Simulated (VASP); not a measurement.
Method: PBE GGA with D4 dispersion, VASP's PBE PAW potentials (set 64) (plane waves; VASP). For the first row: Settings: 520 eV cut-off, 10×10×10 Γ-centred mesh, first-order Methfessel-Paxton smearing of 0.10 eV, potentials Si Ni.

```csv
system,energy (eV/atom)
NiSi2 (fluorite),-6.2442
Si (diamond),-5.7525
Ni (fcc),-5.9336
```

The references are the elements' solids at the same level; no temperature or zero-point terms are added.

**Question.** What is the formation energy per atom of NiSi$_{2}$?

**Answer.** The references average (2×(-5.7525) + 1×(-5.9336))/3 = -5.8129 eV, so the formation energy is -6.2442 − (-5.8129) = -0.431 eV/atom.
